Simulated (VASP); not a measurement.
Input:

```yaml
crystal:
  lattice:
    - [4.00890, 0.00000, 0.00000]
    - [0.00000, 4.00890, 0.00000]
    - [0.00000, 0.00000, 26.36920]
  atoms:
    - { symbol: Ge, position: [0.25000, 0.50000, 0.31011] }
    - { symbol: Ge, position: [0.25000, 0.00000, 0.36527] }
    - { symbol: Ge, position: [0.75000, 0.00000, 0.41907] }
    - { symbol: Ge, position: [0.75000, 0.50000, 0.47324] }
    - { symbol: Ge, position: [0.25000, 0.50000, 0.52676] }
    - { symbol: Ge, position: [0.25000, 0.00000, 0.58093] }
    - { symbol: Ge, position: [0.75000, 0.00000, 0.63473] }
    - { symbol: Ge, position: [0.75000, 0.50000, 0.68989] }
```

Computed with PBEsol GGA, VASP's PBE PAW potentials (set 64) (plane waves; VASP 6.6.1). Settings: PREC = Normal, 400 eV cut-off, 7×7×1 Γ-centred mesh, first-order Methfessel-Paxton smearing of 0.10 eV, potentials Ge_d.

Q: Estimate the energy per atom (σ→0), band gap (on the k-mesh) with the smallest direct gap where there is one.

A: 
```yaml
band gap (on the k-mesh): none (metal, semimetal or under 0.01 eV)
energy per atom (σ→0): -4.532 eV/atom
```

Total energies compare only between runs with the same potentials, cut-off and functional.

The cell is a thin slab with vacuum, built from Ge (diamond): (100) face.
